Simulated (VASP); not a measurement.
VASP ran on this input.

### INCAR
```
SYSTEM = Tc
PREC = Accurate
ENCUT = 300
EDIFF = 1E-6
NELM = 100
ALGO = Normal
LREAL = .FALSE.
LASPH = .TRUE.
ISMEAR = 0
SIGMA = 0.1
GGA = PE
LMAXMIX = 4
LWAVE = .FALSE.
LCHARG = .FALSE.
ISIF = 3
IBRION = 2
NSW = 50
EDIFFG = -0.01
```

**POSCAR**
```
Tc
1.0
 -2.3955800000   2.3955800000   1.3070570000
  2.3955800000  -2.3955800000   1.3070570000
  2.3955800000   2.3955800000  -1.3070570000
Tc
2
direct
  0.7500000000   0.2500000000   0.5000000000
  0.0000000000   0.0000000000   0.0000000000
```

File KPOINTS:
```
Automatic mesh
0
Gamma
11 11 11
0 0 0
```

POTCAR, in this order: Tc_pv (PBE.64 set). Program: vasp_std.

**Question.** Translate this PBE calculation to Quantum ESPRESSO's pw.x.

**Answer.** One equivalent input (not run):
```
&CONTROL
  calculation = 'vc-relax'
  pseudo_dir = './pseudo'
  outdir = './out'
  tprnfor = .true.
  tstress = .true.
  nstep = 50
  forc_conv_thr = 0.00039
/
&SYSTEM
  ibrav = 0
  nat = 2
  ntyp = 1
  ecutwfc = 84
  occupations = 'smearing'
  smearing = 'gaussian'
  degauss = 0.00735
  input_dft = 'pbe'
/
&ELECTRONS
  conv_thr = 7.3e-08
  electron_maxstep = 100
/
&IONS
/
&CELL
/
ATOMIC_SPECIES
  Tc 97.907 Tc.upf
CELL_PARAMETERS angstrom
    -2.3955800    2.3955800    1.3070570
     2.3955800   -2.3955800    1.3070570
     2.3955800    2.3955800   -1.3070570
ATOMIC_POSITIONS crystal
  Tc   0.7500000  0.2500000  0.5000000
  Tc   0.0000000  0.0000000  0.0000000
K_POINTS automatic
  11 11 11 0 0 0
```
What does not carry over: the potentials are each code's own (VASP's PAW set, PseudoDojo norm-conserving files in pw.x), so ENCUT and ecutwfc are chosen apart and not converted; conv_thr bounds pw.x's estimated SCF error, while EDIFF bounds the energy change between steps; forc_conv_thr acts on force components and is met together with etot_conv_thr.

The structure was generated: Tc was put into an ordered model structure, which need not be its known phase. This run relaxes it. Symmetry was kept, so distortions that lower it aren't found. The run is one of a series of settings (EDIFFG = -0.01, IBRION = 2, ISIF = 3, NSW = 50 against the base run), some of them coarse on purpose.
